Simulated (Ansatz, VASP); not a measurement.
# Cross-check of Nb2GeN between VASP and Ansatz, part 2 of 2

Wanted: the spread between two codes on one cell, functional and k mesh. The cell is invented: As first built, before any earlier steps moved the atoms (in the runner's words): it takes the Zr2CN structure with some of its atoms replaced by other elements, volume scaled by an estimate. It may not be a known or stable phase. The cell is a member of a volume series, scaled by 0.94 from a relaxed one, so a pressure remains.

VASP 6.6.1 and Ansatz 0.2.0.

So far. Step 2 (VASP: single point, PBEsol, volume scaled by 0.94): The run ends at a pressure of 16.11 GPa, with forces up to 0.71 eV/Å. Step 3 (Ansatz: single point, PBEsol, volume scaled by 0.94): The run ends at a pressure of 16.45 GPa, with forces up to 0.72 eV/Å.

**5. VASP: single point, PBEsol, volume scaled by 0.96**

Level of this step: PBEsol; plane waves and PAW (Nb_sv, Ge_d, N); invented cell (VASP).

A single point gives forces, pressure and levels at one fixed geometry, so differences don't come from the geometry; what else differs is listed under the comparison. The cell compared in this pair holds 53.71 Å³, against 52.59 Å³ for the pair before.

Input file INCAR:

```
SYSTEM = Nb2GeN
PREC = Accurate
ENCUT = 520
EDIFF = 1E-06
NELM = 100
ISMEAR = 0
SIGMA = 0.05
LREAL = .FALSE.
ALGO = Normal
GGA = PS
NBANDS = 28
LORBIT = 11
LWAVE = .FALSE.
LCHARG = .FALSE.
KPAR = 2
ISIF = 2
```

Input file POSCAR:

```
Nb2GeN
1.0
    1.5800042414      0.9122158788      6.2109260545
   -1.5800042414      0.9122158788      6.2109260545
    0.0000000000     -1.8244317575      6.2109260545
Nb Ge N
2 1 1
Direct
    0.2750047582      0.2750047582      0.2750047582
    0.7249952418      0.7249952418      0.7249952418
    0.5000000000      0.5000000000      0.5000000000
    0.0000000000      0.0000000000      0.0000000000
```

Input file KPOINTS:

```
Automatic mesh
0
Gamma
8 8 8
0 0 0
```

Potentials, in the order of the species: Nb_sv, Ge_d and N (PBE family, release 64).

On the command line:

```sh
$ mpirun -np 2 vasp_std
```

Numbers of over 12 decimals in the logs are rounded to 6 here.

What it wrote:

```text
[banner, memory and clock lines left out]
running    2 mpi-ranks, on    1 nodes
[...]
[... a notice as in an earlier step ...]

 LDA part: xc-table for (Slater+PW92), standard interpolation
 POSCAR, INCAR and KPOINTS ok, starting setup
[...]
entering main loop
       N       E                     dE             d eps       ncg     rms          rms(c)
DAV:   1     0.540687880635E+03    0.54069E+03   -0.23505E+04  4584   0.327E+03
DAV:   2     0.395073640070E+02   -0.50118E+03   -0.48776E+03  3792   0.868E+02
DAV:   3    -0.354633353562E+02   -0.74971E+02   -0.72493E+02  5484   0.226E+02
DAV:   4    -0.417362672484E+02   -0.62729E+01   -0.61562E+01  6196   0.582E+01
[...]
DAV:  12    -0.382868651781E+02    0.14562E-04   -0.49425E-05  5420   0.698E-02    0.155E-02
DAV:  13    -0.382868671599E+02   -0.19818E-05   -0.57196E-06  4844   0.207E-02    0.479E-03
DAV:  14    -0.382868666977E+02    0.46226E-06   -0.93384E-07  2700   0.872E-03
   1 F= -.38286867E+02 E0= -.38285522E+02  d E =-.268917E-02
```

Parts of OUTCAR (step 5):

```text
  Total        3.3680095      3.3680096      3.4688263      0.0000000      0.0000000      0.0000000
  in kB      100.4662993    100.4663003    103.4736195      0.0000000      0.0000000      0.0000000
  external PRESSURE =     101.4687397 kB  Pullay stress =       0.0000000 kB

 POSITION                                       TOTAL-FORCE (eV/Angst)
 -----------------------------------------------------------------------------------
      0.00000      0.00000      5.12410        -0.000000     -0.000000     -0.451346
      0.00000      0.00000     13.50868        -0.000000      0.000000      0.451346
      0.00000      0.00000      9.31639         0.000000     -0.000000      0.000000
      0.00000      0.00000      0.00000        -0.000000     -0.000000      0.000000
 -----------------------------------------------------------------------------------
    total drift:                                0.000000      0.000000     -0.000000

  FREE ENERGIE OF THE ION-ELECTRON SYSTEM (eV)
  ---------------------------------------------------
  free  energy   TOTEN  =       -38.2868666977 eV

  energy  without entropy=      -38.2841775277  energy(sigma->0) =      -38.28552211

[... 1 part as in an earlier step ...]

[... 2 further parts left out ...]
[key lines of the parts left out:]
E-fermi :  11.9567
```

The run ends at a pressure of 10.15 GPa, with forces up to 0.45 eV/Å.

**6. Ansatz: single point, PBEsol, volume scaled by 0.96**

The same cell, functional, mesh and smearing now go to Ansatz, which takes its cutoff from its data sets.

The cell is a member of a volume series, scaled by 0.96 from a relaxed one, so a pressure remains.

Input file input.yaml:

```yaml
crystal:
  lattice:
    - [1.5800042414, 0.9122158788, 6.2109260545]
    - [-1.5800042414, 0.9122158788, 6.2109260545]
    - [0.0, -1.8244317575, 6.2109260545]
  atoms:
    - { symbol: Nb, position: [0.2750047582, 0.2750047582, 0.2750047582] }
    - { symbol: Nb, position: [0.7249952418, 0.7249952418, 0.7249952418] }
    - { symbol: Ge, position: [0.5, 0.5, 0.5] }
    - { symbol: "N", position: [0.0, 0.0, 0.0] }
hamiltonian:
  xc: pbesol
  pseudopotentials: { kind: paw }
kpoints:
  mp_grid: { grid: [8, 8, 8] }
scf:
  occupations: { method: gaussian, width: 0.05 }
  n_extra_bands: 5
output:
  forces: true
  stress: true
  eigenvalues: true
```

On the command line:

```sh
$ ansatz run input.yaml --threads 2 --pin off --max-ram 4608MiB --backend cpu --events-out ev --progress --plain --runs-dir out
```

What it wrote:

```text
[...]
Crystal: 4 atoms, lattice volume = 53.711 Å³
Basis set: ecut = 420 eV, 1029 PW (Γ), FFT grids on a1−a3, a2−a3, a3, exchange–correlation on 48×48×90 points (8 copies of the dense FFT grid, shifted against one another)
Bands: 28, of which v1, the nominal top of the filled ones, is band 23 counted from 1 (22 counted from 0)
Symmetry: 12 space group operations
[...]
k-point 0: bands = [... 19 lower, 16.7463, 16.7463, 17.2054, 18.7302, 18.7302, 19.3186, 20.1356, 20.1356, ... 1 higher]
  k-point 1: bands = [... 19 lower, 16.0891, 16.9200, 17.2051, 18.1046, 18.6428, 19.7181, 20.4052, 20.6455, ... 1 higher]
  k-point 2: bands = [... 19 lower, 15.1446, 16.5262, 17.3121, 17.7135, 19.1908, 19.6540, 20.0542, 21.1216, ... 1 higher]
  k-point 64: bands = [... 19 lower, 16.7796, 16.7796, 17.7382, 18.3037, 18.3037, 19.2409, 19.9754, 19.9754, ... 1 higher]
[key lines of the parts left out:]
SCF converged after 7 iterations
Free energy (F): -13625.697483 eV
Fermi energy:    18.271121 eV
P = ⅓ Tr σ = 10.4789 GPa (104.789 kbar)
```

It took 2.4 s on 2 threads of Arm Neoverse V2, shared host; peak memory 0.39 GiB.

The run ends at a pressure of 10.48 GPa, with forces up to 0.46 eV/Å.

**7. Side by side**

Both answers:

| quantity | Ansatz | VASP | difference |
| --- | --- | --- | --- |
| pressure (GPa) | 10.48 | 10.15 | +0.33 |
| pressure without Ansatz's Pulay correction (GPa) | 10.29 | 10.15 | +0.14 |

Forces (eV/Å; atoms numbered as in POSCAR):

| atom | Ansatz x, y, z | VASP x, y, z |
| --- | --- | --- |
| Nb1 | 0.000, 0.000, -0.464 | 0.000, 0.000, -0.451 |
| Nb2 | 0.000, 0.000, 0.464 | 0.000, 0.000, 0.451 |
| Ge3 | 0.000, 0.000, 0.000 | 0.000, 0.000, 0.000 |
| N4 | 0.000, 0.000, 0.000 | 0.000, 0.000, 0.000 |

The forces differ by 5.2 meV/Å r.m.s., which is 2.8 % of the r.m.s. force of 0.18 eV/Å (both taken over all components). Ansatz's pressure holds a Pulay correction of 0.19 GPa; VASP's holds none.

**8. VASP: single point, PBEsol, volume scaled by 1.04**

A single point gives forces, pressure and levels at one fixed geometry, so differences don't come from the geometry; what else differs is listed under the comparison. The cell compared in this pair holds 58.19 Å³, against 53.71 Å³ for the pair before.

INCAR is that of step 5.

Input file POSCAR:

```
Nb2GeN
1.0
    1.6227275950      0.9368822186      6.3788696480
   -1.6227275950      0.9368822186      6.3788696480
    0.0000000000     -1.8737644372      6.3788696480
Nb Ge N
2 1 1
Direct
    0.2750047582      0.2750047582      0.2750047582
    0.7249952418      0.7249952418      0.7249952418
    0.5000000000      0.5000000000      0.5000000000
    0.0000000000      0.0000000000      0.0000000000
```

KPOINTS is that of step 5.

On the command line:

```sh
$ mpirun -np 2 vasp_std
```

What it wrote:

```text
[... set-up lines as in an earlier step ...]
 entering main loop
       N       E                     dE             d eps       ncg     rms          rms(c)
DAV:   1     0.551585732813E+03    0.55159E+03   -0.23232E+04  4444   0.322E+03
DAV:   2     0.428606378520E+02   -0.50873E+03   -0.49435E+03  3776   0.878E+02
DAV:   3    -0.350617822942E+02   -0.77922E+02   -0.75424E+02  5456   0.228E+02
DAV:   4    -0.418001587761E+02   -0.67384E+01   -0.66123E+01  6336   0.599E+01
[...]
DAV:  12    -0.383001713905E+02    0.20734E-04   -0.92952E-05  5112   0.803E-02    0.181E-02
DAV:  13    -0.383001741422E+02   -0.27517E-05   -0.10489E-05  5196   0.270E-02    0.489E-03
DAV:  14    -0.383001734381E+02    0.70410E-06   -0.96481E-07  2808   0.109E-02
   1 F= -.38300173E+02 E0= -.38298671E+02  d E =-.300463E-02
```

OUTCAR, selected parts (step 8):

```text
  Total       -2.9359677     -2.9359677     -3.0459294      0.0000000      0.0000000     -0.0000000
  in kB      -80.8418524    -80.8418532    -83.8696475      0.0000000      0.0000000     -0.0000000
  external PRESSURE =     -81.8511177 kB  Pullay stress =       0.0000000 kB

 POSITION                                       TOTAL-FORCE (eV/Angst)
 -----------------------------------------------------------------------------------
      0.00000      0.00000      5.26266        -0.000000     -0.000000      0.389609
      0.00000      0.00000     13.87395        -0.000000      0.000000     -0.389609
      0.00000      0.00000      9.56830         0.000000      0.000000     -0.000000
      0.00000      0.00000      0.00000        -0.000000      0.000000      0.000000
 -----------------------------------------------------------------------------------
    total drift:                                0.000000      0.000000     -0.000000

  FREE ENERGIE OF THE ION-ELECTRON SYSTEM (eV)
  ---------------------------------------------------
  free  energy   TOTEN  =       -38.3001734381 eV

  energy  without entropy=      -38.2971688078  energy(sigma->0) =      -38.29867112

[... 1 part as in an earlier step ...]

[... 2 further parts left out ...]
[key lines of the parts left out:]
E-fermi :  10.8244
```

The run ends at a pressure of -8.19 GPa, with forces up to 0.39 eV/Å.

**9. Ansatz: single point, PBEsol, volume scaled by 1.04**

The same cell, functional, mesh and smearing now go to Ansatz, which takes its cutoff from its data sets.

The cell is a member of a volume series, scaled by 1.04 from a relaxed one, so a pressure remains.

Edit input.yaml of step 6 so:

```diff
@@ -2,5 +2,5 @@
   lattice:
-    - [1.5800042414, 0.9122158788, 6.2109260545]
-    - [-1.5800042414, 0.9122158788, 6.2109260545]
-    - [0.0, -1.8244317575, 6.2109260545]
+    - [1.622727595, 0.9368822186, 6.378869648]
+    - [-1.622727595, 0.9368822186, 6.378869648]
+    - [0.0, -1.8737644372, 6.378869648]
   atoms:
```

On the command line:

```sh
$ ansatz run input.yaml --threads 2 --pin off --max-ram 4608MiB --backend cpu --events-out ev --progress --plain --runs-dir out
```

What it wrote:

```text
[...]
Crystal: 4 atoms, lattice volume = 58.187 Å³
Basis set: ecut = 420 eV, 1173 PW (Γ), FFT grids on a1−a3, a2−a3, a3, exchange–correlation on 48×48×90 points (8 copies of the dense FFT grid, shifted against one another)
Bands: 28, of which v1, the nominal top of the filled ones, is band 23 counted from 1 (22 counted from 0)
Symmetry: 12 space group operations
[...]
k-point 0: bands = [... 19 lower, 15.2912, 15.2912, 15.6827, 17.0663, 17.0663, 17.6571, 18.3428, 18.3428, ... 1 higher]
  k-point 1: bands = [... 19 lower, 14.6986, 15.4464, 15.6990, 16.5055, 16.9917, 17.9556, 18.5726, 18.7330, ... 1 higher]
  k-point 2: bands = [... 19 lower, 13.8354, 15.0288, 15.7969, 16.1546, 17.4807, 17.9283, 18.2720, 19.1214, ... 1 higher]
  k-point 64: bands = [... 19 lower, 15.3217, 15.3217, 16.1924, 16.6815, 16.6815, 17.5868, 18.2020, 18.2020, ... 1 higher]
[key lines of the parts left out:]
SCF converged after 7 iterations
Free energy (F): -13625.715097 eV
Fermi energy:    16.653184 eV
P = ⅓ Tr σ = -7.9029 GPa (-79.029 kbar)
```

Elapsed: 3 s, on 2 threads; peak memory 0.4 GiB.

The run ends at a pressure of -7.90 GPa, with forces up to 0.38 eV/Å.

**10. Differences**

Both answers:

| quantity | Ansatz | VASP | difference |
| --- | --- | --- | --- |
| pressure (GPa) | -7.90 | -8.19 | +0.28 |
| pressure without Ansatz's Pulay correction (GPa) | -8.07 | -8.19 | +0.11 |

Forces (eV/Å; atoms numbered as in POSCAR):

| atom | Ansatz x, y, z | VASP x, y, z |
| --- | --- | --- |
| Nb1 | 0.000, 0.000, 0.380 | 0.000, 0.000, 0.390 |
| Nb2 | 0.000, 0.000, -0.380 | 0.000, 0.000, -0.390 |
| Ge3 | 0.000, 0.000, 0.000 | 0.000, 0.000, 0.000 |
| N4 | 0.000, 0.000, 0.000 | 0.000, 0.000, 0.000 |

The forces differ by 3.9 meV/Å r.m.s., which is 2.5 % of the r.m.s. force of 0.16 eV/Å (both taken over all components). Ansatz's pressure holds a Pulay correction of 0.17 GPa; VASP's holds none.

**11. What came out**

| Property | Result |
| --- | --- |
| r.m.s. force difference (single point, PBEsol, volume scaled by 0.94) | 2.0 % of the r.m.s. force |
| r.m.s. force difference (single point, PBEsol, volume scaled by 0.96) | 5.2 meV/Å |
| r.m.s. force difference (single point, PBEsol, volume scaled by 1.04) | 3.9 meV/Å |

**Reading.** The r.m.s. force difference is 2.0 % of the r.m.s. force (single point, PBEsol, volume scaled by 0.94), within the 3 % picked in this series as the mark of a large difference. How closely two codes agree says nothing of how well the functional describes the real material.

[Lines on the potential files, build, host, timing and source positions are cut from VASP's logs without a mark.]

[Logs are printed without paths, hosts, clocks, repeated set-up lines and the standing remarks that a program may print on its own settings, such as how far it seeks lower states.]

[Hosts, paths, dates, database ids (printed as entryN), source tags and the programs' standing remarks are cut or masked in the printed files.]
